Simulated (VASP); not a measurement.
Write the native input for VASP 6.6.1 that does the following.

* Task: single point
* Functional: PBE
* Dispersion: D3(BJ)
* Potentials or basis: VASP PAW PBE potentials, release 64 (O, C, S)
* Cutoff: 520 eV
* k mesh: 1 × 1 × 1
* Occupations: fermi-dirac, width 0.02 eV
* Spin: no spin polarisation
* Dipole correction: no
* Further INCAR settings: LREAL = Auto; ALGO = Normal; EDIFF = 1e-06; NBANDS = 63

The structure of CSO lies in POSCAR:

```
CSO
1.0
    8.1822740000      0.0000000000      0.0000000000
    0.0000000000      8.1822740000      0.0000000000
    0.0000000000      0.0000000000      8.1822740000
O C S
6 6 6
Direct
    0.6941612138      0.5235884080      0.4571973262
    0.6839465315      0.1415198879      0.5761721663
    0.2108252503      0.3337134817      0.0750008385
    0.2710729515      0.1697194223      0.6905925237
    0.5511677937      0.9385636861      0.2462360908
    0.8865221639      0.4160719407     -0.1983551226
    0.6246999363      0.6039599459      0.5526157958
    0.7955410225      0.1412387040      0.4872544923
    0.2551796223      0.4519023569      0.1420259078
    0.2112746493      0.0643451718      0.7657168336
    0.5836708854      1.0097767125      0.1265908421
    0.8650940042      0.4987526970     -0.0838254228
    0.5322042151      0.7126301772      0.6802224153
    0.9443160218      0.1402405883      0.3666932181
    0.3137948652      0.6106946398      0.2309595287
    0.1310031297     -0.0776925146      0.8665741733
    0.6280836982      1.1038318797     -0.0338323195
    0.8353505452      0.6085104148      0.0699325124
```

The cell was built by a generator and needn't be a form met in nature.

One way to write it, as run:

INCAR

```
SYSTEM = CSO
  ALGO = Normal
  EDIFF = 1E-6
  ENCUT = 520
  GGA = PE
  ISIF = 2
  ISMEAR = -1
  IVDW = 12
  LASPH = .True.
  LCHARG = .False.
  LREAL = Auto
  LWAVE = .False.
  NBANDS = 63
  NELM = 100
  PREC = Accurate
  SIGMA = 0.02
```

KPOINTS

```
k-points
0
Gamma
  1 1 1
  0 0 0
```

Potentials or basis: VASP PAW PBE potentials, release 64 (O, C, S).

Command:

```sh
$ cat potpaw_PBE.64/O/POTCAR potpaw_PBE.64/C/POTCAR potpaw_PBE.64/S/POTCAR > POTCAR
$ mpirun -np 1 vasp_gam > vasp.out
```

Results of the run:

```json
{
 "Pressure": "-0.1 GPa",
 "Largest force": "0.992 eV/Å",
 "Band gap on the k mesh": "4.91 eV, direct",
 "Dispersion energy per atom": "-0.071 eV"
}
```

Caveat: the standard files for N, O and F lose accuracy on very short bonds.

Run time: 41 s on 1 thread of Intel(R) Xeon(R) Platinum 8488C (Sapphire Rapids), with other jobs on the host, peak memory 0.58 GiB.
